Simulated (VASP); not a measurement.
Runs of VASP 6.6.1 on CoSi2. It takes space group Fm-3m (No. 225, cubic). Conventional cell: a = 5.356 Å, b = 5.356 Å, c = 5.356 Å, α = 90.00°, β = 90.00°, γ = 90.00°. Co (site symmetry m-3m) is surrounded by 8 Si at 2.32 Å. Si (site symmetry -43m) has 4 Co at 2.32 Å as nearest neighbours. 

```tsv
level	potentials or basis	gap on the mesh (eV)	pressure (GPa)	relaxed volume (Å³/atom)
PBE+D3(BJ)	VASP PAW PBE potentials, release 64 (Co, Si)	none	0.1	(b)
r2SCAN	VASP PAW PBE potentials, release 64 (Co, Si)	none	0.0	12.50
PBE	VASP PAW PBE potentials, release 64 (Co, Si)	none	0.0	12.82
PBEsol	VASP PAW PBE potentials, release 64 (Co, Si)	none	0.1	(a)
LDA	VASP PAW LDA potentials, release 64 (Co, Si)	none	0.0	12.23
```

Alike in all rows: task relaxation of cell and atoms; no spin polarisation; cell relaxed; k mesh 12 × 12 × 12; cutoff (eV) 600; smearing methfessel-paxton 0.1 eV.

**Question.** Fill in the values left out.

**Answer.** (a) 12.49; (b) 12.41.

Caveats: the PAW data sets were made with another functional, which shifts forces and pressure a little (some runs); pairwise dispersion overbinds metals, which lowers pressure and volume (some runs).

A k mesh can miss the band edges.

A gap of «none» marks a metal or a gap under the smearing width.

Not every run made on this cell is shown here.
